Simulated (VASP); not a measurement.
An input for Quantum ESPRESSO's pw.x (written as the equivalent of a VASP run, and not itself run):

```
&CONTROL
  calculation = 'scf'
  pseudo_dir = './pseudo'
  outdir = './out'
  tprnfor = .true.
  tstress = .true.
/
&SYSTEM
  ibrav = 0
  nat = 1
  ntyp = 1
  ecutwfc = 68
  occupations = 'smearing'
  smearing = 'methfessel-paxton'
  degauss = 0.00735
  input_dft = 'pbe'
  vdw_corr = 'grimme-d3'
  dftd3_version = 4
  dftd3_threebody = .false.
/
&ELECTRONS
  conv_thr = 7.3e-09
  electron_maxstep = 100
/
ATOMIC_SPECIES
  Ir 192.217 Ir.upf
CELL_PARAMETERS angstrom
     0.0000000    1.9015992    1.9015992
     1.9015992    0.0000000    1.9015992
     1.9015992    1.9015992    0.0000000
ATOMIC_POSITIONS crystal
  Ir   0.0000000  0.0000000  0.0000000
K_POINTS automatic
  16 16 16 0 0 0
```

### Question
Write the VASP files for the same calculation (PBE-D3(BJ)).

### Answer
This is not unique; one that fits is 
**INCAR**
```
ALGO  =  Normal
EDIFF  =  1E-7
ENCUT  =  520
GGA  =  PE
ISIF  =  2
ISMEAR  =  1
IVDW  =  12
LASPH  =  .TRUE.
LCHARG  =  .FALSE.
LMAXMIX  =  6
LREAL  =  .FALSE.
LWAVE  =  .FALSE.
NELM  =  100
PREC  =  Accurate
SIGMA  =  0.1
SYSTEM  =  Ir
```

File KPOINTS:
```
kpoints
0
G
16 16 16
```

File POSCAR:
```
Ir
1
    0.0000000000     1.9015992465     1.9015992465
    1.9015992465     0.0000000000     1.9015992465
    1.9015992465     1.9015992465     0.0000000000
Ir
1
Direct
  0.0000000000   0.0000000000   0.0000000000
```

POTCAR, in this order: Ir (PBE.64 set). Program: vasp_std.

The two are equivalent in intent, not identical: the potentials are each code's own (VASP's PAW set, PseudoDojo norm-conserving files in pw.x), so ENCUT and ecutwfc are chosen apart and not converted; conv_thr bounds pw.x's estimated SCF error, while EDIFF bounds the energy change between steps.

The compound is Ir in the fcc structure. This cell is one point of a volume scan, at 0.97 of the reference volume.
